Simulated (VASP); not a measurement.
An input for Quantum ESPRESSO's pw.x (written as the equivalent of a VASP run, and not itself run):

```
&CONTROL
  calculation = 'vc-relax'
  pseudo_dir = './pseudo'
  outdir = './out'
  tprnfor = .true.
  tstress = .true.
  nstep = 60
  forc_conv_thr = 0.00039
/
&SYSTEM
  ibrav = 0
  nat = 2
  ntyp = 1
  ecutwfc = 78
  occupations = 'smearing'
  smearing = 'gaussian'
  degauss = 0.003675
  input_dft = 'vdw-df-obk8'
/
&ELECTRONS
  conv_thr = 7.3e-08
  electron_maxstep = 100
/
&IONS
/
&CELL
/
ATOMIC_SPECIES
  Ge 72.630 Ge.upf
CELL_PARAMETERS angstrom
     0.0000000    2.8290000    2.8290000
     2.8290000    0.0000000    2.8290000
     2.8290000    2.8290000    0.0000000
ATOMIC_POSITIONS crystal
  Ge   0.0000000  0.0000000  0.0000000
  Ge   0.2500000  0.2500000  0.2500000
K_POINTS automatic
  7 7 7 0 0 0
```

Question: Write the VASP files for the same calculation (optB88-vdW).

Answer: Several could match; the one computed here: 
**INCAR**
```
SYSTEM  =  Ge
PREC  =  Accurate; ENCUT  =  520; LREAL  =  .FALSE.
LASPH  =  .TRUE.
EDIFF  =  1E-6; NELM  =  100; ALGO  =  Normal
LMAXMIX  =  4
ISMEAR  =  0; SIGMA  =  0.05
GGA  =  BO; LUSE_VDW  =  .TRUE.; AGGAC  =  0.0
PARAM1  =  0.1833333333; PARAM2  =  0.22
IBRION  =  2; NSW  =  60; ISIF  =  3
EDIFFG  =  -0.01
LWAVE  =  .FALSE.; LCHARG  =  .FALSE.
```

### KPOINTS
```
Automatic mesh
0
Gamma
7 7 7
0 0 0
```

### POSCAR
```
Ge
1.0
  0.0000000000   2.8290000000   2.8290000000
  2.8290000000   0.0000000000   2.8290000000
  2.8290000000   2.8290000000   0.0000000000
Ge
2
Cart
  0.0000000000   0.0000000000   0.0000000000
  1.4145000000   1.4145000000   1.4145000000
```

POTCAR, in this order: Ge_d (PBE.64 set). Program: vasp_std.

Limits of the translation: the potentials are each code's own (VASP's PAW set, PseudoDojo norm-conserving files in pw.x), so ENCUT and ecutwfc are chosen apart and not converted; conv_thr bounds pw.x's estimated SCF error, while EDIFF bounds the energy change between steps; forc_conv_thr acts on force components and is met together with etot_conv_thr.

The compound is Ge in the diamond structure. This run relaxes it. Symmetry was kept, so distortions that lower it aren't found.
